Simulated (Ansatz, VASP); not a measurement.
# Cross-check of HfO2 between VASP and Ansatz

One calculation is typed for both programs; each brings its own data sets. How far apart do they land? The cell is taken from a series of runs on this material, whose earlier steps may have relaxed, scaled, displaced or heated it; both programs get it as it stands.

Method: plane waves, with VASP 6.6.1 beside it; zone-centre phonons at LDA, in Ansatz 0.2.0.

**1. The starting structure**

It takes space group Immm (No. 71, orthorhombic). Conventional cell: a = 3.431 Å, b = 3.606 Å, c = 5.015 Å, α = 90.00°, β = 90.00°, γ = 90.00°. Nearest to O lie 4 Hf at 2.14 to 2.18 Å. Nearest to Hf lie 8 O at 2.14 to 2.18 Å. Farther neighbours and most contacts between anions are not listed.

**2. Ansatz: zone-centre phonons, LDA, pair 1**

Ansatz runs on its PAW soft_1 files.

Second derivatives magnify differences that forces hide, and they need a tight electronic threshold.

Contents of input.yaml:

```yaml
crystal:
  lattice:
    - [-0.0619360687, 2.4877763304, 2.5073822099]
    - [2.4877763304, -0.0619360687, 2.5073822099]
    - [2.4258402617, 2.4258402617, 0.0]
  atoms:
    - { symbol: O, position: [0.254280269, 0.254280269, 0.245719731] }
    - { symbol: O, position: [0.745719731, 0.745719731, 0.754280269] }
    - { symbol: Hf, position: [0.0, 0.0, 0.0] }
kpoints:
  mp_grid: { grid: [8, 8, 8] }
hamiltonian:
  xc: lda
  pseudopotentials: { kind: paw, azcp: { folder: soft_1 }, xc_functional: pbe }
scf:
  occupations: { method: fixed }
output:
  eigenvalues: true
phonons:
  method: dfpt
```

Started as:

```console
$ ansatz run input.yaml --threads 8 --pin off --max-ram 20480MiB --backend cpu --events-out ev --progress --plain --runs-dir out
```

Numbers of over 12 decimals in the logs are rounded to 6 here.

Log:

```text
zone centre: on kpoints.mp_grid the ground state, and the responses unless they are solved on pairs of k-points, stand on 150 of the mesh's 512 k-points, reduced under 2 symmetry operations, with k and −k counted as one. Each operation leaves every solved displacement unchanged or reverses it
Engine: ansatz 0.2.0, aarch64-unknown-linux-gnu
Pseudopotentials: kind: paw
Pseudopotential: O, paw, valence charge 6, recommended cutoff 420 eV (normal), soft_1/O.paw.azcp
Pseudopotential: Hf, paw, valence charge 26, recommended cutoff 420 eV (normal), soft_1/Hf.paw.azcp
Functional definition: SPW92
  exchange = slater_x
  correlation = pw_c
Crystal: 3 atoms, lattice volume = 31.017 Å³
Basis set: ecut = 420 eV, 599 PW (Γ), exchange–correlation on 48×48×48 points (8 copies of the dense FFT grid, shifted against one another)
Bands: 23, of which v1, the nominal top of the filled ones, is band 19 counted from 1 (18 counted from 0)
Symmetry: 8 space group operations
k-points: 150 of 512 (irreducible under 2 space group operations, time reversal used)
Non-local potential: O, projectors of the file, l = 0: 2, l = 1: 2, l = 2: 1
Non-local potential: Hf, projectors of the file, l = 0: 3, l = 1: 2, l = 2: 2, l = 3: 3
PAW form: soft (Blöchl's): semilocal exchange-correlation on the pseudo side does not see the compensation charge
PAW frozen core: O, regenerated for the run's functional, and the local potential with it (the file was generated under x = pbe(κ = 0.804, μ = 0.219515), c = pbe(β = 0.066725))
PAW frozen core: Hf, regenerated for the run's functional, and the local potential with it (the file was generated under x = pbe(κ = 0.804, μ = 0.219515), c = pbe(β = 0.066725))
PAW one-centre angular grid: O, 110 points (default); XC on 64 Gauss nodes
PAW one-centre angular grid: Hf, 590 points (default); XC on 64 Gauss nodes
Initial density: superposition of atomic densities (chi_scale 0.1, normalization cell, long waves kept (reshape's long-wave potential 0.00 eV rms))
Initial wavefunctions: pseudopotential atomic-orbital guess
Functional: x = slater, c = lda
SCF iter   1: F=—  HF=-16594.298031 eV  |F-HF|=—  |Δ(HF+E_count)|=         —  Δρ=9.09e-2  dr2=1.97e0  ethr=3.10e-3  ⟨swp⟩=4.1  Hψ=11455  notcnv=0  defer=278
preconditioner: auto → none  [insulator: Δε(μ)=3.037 eV  Ē_g=19.452 eV  n_scr=14 (ndim 8)  ℏωp=40.0 eV  f_vac=0.000  ε∞_Penn≈5.2]
SCF iter   2: F=—  HF=-16593.699323 eV  |F-HF|=—  |Δ(HF+E_count)|=   5.99e-1  Δρ=3.63e-2  dr2=3.43e-1  ethr=3.10e-3  ⟨swp⟩=2.2  Hψ=8114  notcnv=0  defer=267
SCF iter   3: F=—  HF=-16593.618395 eV  |F-HF|=—  |Δ(HF+E_count)|=   8.09e-2  Δρ=2.58e-2  dr2=1.14e-1  ethr=9.03e-4  ⟨swp⟩=2.0  Hψ=5998  notcnv=0  defer=300
SCF iter   4: F=—  HF=-16593.595157 eV  |F-HF|=—  |Δ(HF+E_count)|=   2.32e-2  Δρ=5.55e-3  dr2=4.62e-3  ethr=3.00e-4  ⟨swp⟩=2.6  Hψ=6937  notcnv=0  defer=300
SCF iter   5: F=—  HF=-16593.597363 eV  |F-HF|=—  |Δ(HF+E_count)|=   2.21e-3  Δρ=2.62e-3  dr2=7.05e-4  ethr=1.22e-5  ⟨swp⟩=2.0  Hψ=6936  notcnv=0  defer=300
SCF iter   6: F=—  HF=-16593.597676 eV  |F-HF|=—  |Δ(HF+E_count)|=   3.13e-4  Δρ=2.39e-4  dr2=5.62e-6  ethr=1.86e-6  ⟨swp⟩=2.0  Hψ=5699  notcnv=0  defer=300
SCF iter   7: F=—  HF=-16593.597679 eV  |F-HF|=—  |Δ(HF+E_count)|=   3.54e-6  Δρ=1.61e-5  dr2=5.67e-8  ethr=1.48e-8  ⟨swp⟩=2.2  Hψ=5922  notcnv=0  defer=1
SCF iter   8: F=—  HF=-16593.597677 eV  |F-HF|=—  |Δ(HF+E_count)|=   2.62e-6  Δρ=3.94e-6  dr2=2.86e-9  ethr=1.49e-10  ⟨swp⟩=2.2  Hψ=6382  notcnv=0
SCF iter   9: F=-16593.597677 eV  HF=-16593.597677 eV  |F-HF|=2.55e-11  |Δ(HF+E_count)|=   1.15e-9  Δρ=5.89e-7  dr2=4.48e-11  ethr=1.00e-12  ⟨swp⟩=7.5  Hψ=26751  notcnv=0
SCF 1 converged in 9 iterations: F = -16593.597677 eV  dr2 = 4.48e-11
  greatest PAW one-centre occupation: 0.999 electrons in one spin orbital (limit 2), on the Hf atom at site 2 (counted from 0), in its partial waves of l = 3
DFPT response loops at Γ: preconditioner auto → none (the input reference at scf.mixing.eps_inf says where Resta's filter doesn't serve); β = 0.50; Broyden in place of MSR1
SCF converged after 9 iterations
Free energy (F): -16593.597677 eV
Harris-Foulkes:  -16593.597677 eV  (|F-HF|=2.55e-11)
Internal energy: -16593.597677 eV  (E = F + TS)
E sigma→0 (E₀):  -16593.597677 eV
Fermi energy:    15.411418 eV
--- Per-component energies (eV) ---
  E_band       = 31.593126
  E_kinetic    = 744.750051
  E_local      = -6847.899505  (includes V_loc(G=0)·N_el)
  E_nonlocal   = 187.576290
  E_hartree    = 3272.734648
  E_xc         = -406.116394
  E_vxc        = -437.314478  (∫ρ·V_xc dr)
  E_paw        = -7761.515611  (= ΣΔE_a)
  E_vpaw       = -160.990209  (= ΣTr[D̂ρ^β])
  E_aug_tail   = 0.001679  (compensation charges beyond the density's cutoff)
  E_ewald      = -5785.779765
  E_core_change = 2.650931  (= ΣΔE_core)
  E_smearing   = -0.000000  (= −TS)
  E_closure    = 0.000000  (closes the sum)
  Σ components = -16593.597677   (vs F -16593.597677, Δ=0.00e0)
--- Band table (eV; the first three rows and the last of 150) ---
  k-point 0: bands = [... 15 lower, 9.7317, 14.6744, 14.7185, 14.8313, 19.1070, 19.2399, 21.3909, 26.2101]
  k-point 1: bands = [... 15 lower, 10.1990, 14.2238, 14.3673, 14.4746, 19.4917, 19.5504, 22.0018, 25.7185]
  k-point 2: bands = [... 15 lower, 11.2928, 13.2766, 13.8425, 13.8458, 19.9606, 20.0989, 22.5739, 25.2652]
  k-point 149: bands = [... 15 lower, 11.9651, 13.4839, 13.9497, 15.3367, 19.0704, 20.9716, 22.3099, 23.5172]
--- Phonons (Γ-DFPT): 4 representative perturbations + reference, on 150 of 512 k-points (Σ response iterations 16) ---
  k mesh reduced under 2 symmetry operations, with k and −k counted as one. Each operation leaves every solved displacement unchanged or reverses it
  ASR residual: 2.512e-4 → 0.000e0 eV/Å²; symmetrization residual: 5.829e-7 eV/Å²
  ASR residual per site (eV/Å²): 2.16e-4 2.16e-4 2.51e-4
  Γ frequencies (cm⁻¹): 0.00 0.00 0.00 228.83 259.64 281.06 598.07 602.82 611.82
  non-analytic LO–TO correction: not included (Born effective charges unavailable; polar crystals: no LO–TO splitting at Γ)
```

The column dr2 measures how far the density is from self-consistency, as an energy; F and HF (Harris–Foulkes) agree once it is small.

(Continued in part 2 of 3.)

[Lines on the potential files, build, host, timing and source positions are cut from VASP's logs without a mark.]

[Logs are printed without paths, hosts, clocks, repeated set-up lines and the standing remarks that a program may print on its own settings, such as how far it seeks lower states.]

[Hosts, paths, dates, database ids (printed as entryN), source tags and the programs' standing remarks are cut or masked in the printed files.]
